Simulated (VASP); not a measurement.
A convergence study with VASP on CsCl (space group no. 221 when undisturbed): one setting is varied, all else stays as given below, so the limit is that of these other settings. One atom is moved off its site, so that forces are finite.

```yaml
crystal:
  lattice:
    - [4.14060, 0.00000, 0.00000]
    - [0.00000, 4.14060, 0.00000]
    - [0.00000, 0.00000, 4.14060]
  atoms:
    - { symbol: Cs, position: [0.00000, 0.00000, 0.01208] }
    - { symbol: Cl, position: [0.50000, 0.50000, 0.50000] }
```

All values below come from PBE GGA, VASP's PBE PAW potentials (set 64) (plane waves; VASP). The tightest run used: 720 eV cut-off, 6×6×6 Γ-centred mesh, Fermi-Dirac smearing of 0.020 eV, potentials Cs_sv Cl.

Unless said otherwise, spin-orbit coupling is left out, though it shifts the bands of the heavy elements here. Gaps are read on the run's mesh, which can miss a band edge.

The settings run are ENCUT = 105; ENCUT = 120; ENCUT = 135; ENCUT = 150; ENCUT = 165; ENCUT = 180; ENCUT = 210; ENCUT = 240; ENCUT = 270; ENCUT = 330; ENCUT = 360; ENCUT = 405; ENCUT = 450; ENCUT = 525; ENCUT = 600; ENCUT = 720. From which on does the stress (every component) stay within 0.1 GPa of the tightest run?

From ENCUT = 330 on: it is off by 0.05 there and by no more than 0.1 in any finer run, while ENCUT = 270 is off by 0.58.
```tsv
setting	E (eV/atom)	pressure (GPa)	largest force (eV/Å)	gap on the mesh (eV)	plane waves	difference judged (GPa)
ENCUT = 105	-3.9385	-50.40	0.005	4.635	180	51.23
ENCUT = 120	-3.5698	-36.06	0.052	4.645	228	36.89
ENCUT = 135	-3.4350	-25.48	0.061	4.847	280	26.31
ENCUT = 150	-3.3000	-17.58	0.045	5.077	308	18.41
ENCUT = 165	-3.2712	-11.90	0.036	5.127	360	12.73
ENCUT = 180	-3.2678	-7.87	0.036	5.164	402	8.70
ENCUT = 210	-3.2663	-3.00	0.041	5.172	512	3.83
ENCUT = 240	-3.2644	-0.75	0.041	5.198	624	1.58
ENCUT = 270	-3.2652	0.24	0.040	5.200	739	0.58
ENCUT = 330	-3.2657	0.77	0.040	5.200	992	0.05
ENCUT = 360	-3.2657	0.80	0.040	5.200	1141	0.03
ENCUT = 405	-3.2656	0.79	0.040	5.201	1357	0.04
ENCUT = 450	-3.2655	0.78	0.040	5.202	1568	0.05
ENCUT = 525	-3.2657	0.80	0.040	5.203	1956	0.03
ENCUT = 600	-3.2658	0.82	0.040	5.203	2401	0.00
ENCUT = 720	-3.2657	0.83	0.040	5.203	3136	0.00
```

Left out are rungs that failed or repeat a setting and relaxations that didn't move; long series are thinned to 24 rows.

The structure is a typed CsCl crystal (space group no. 221). The cell was not relaxed at this level, it is distorted from the ideal structure.
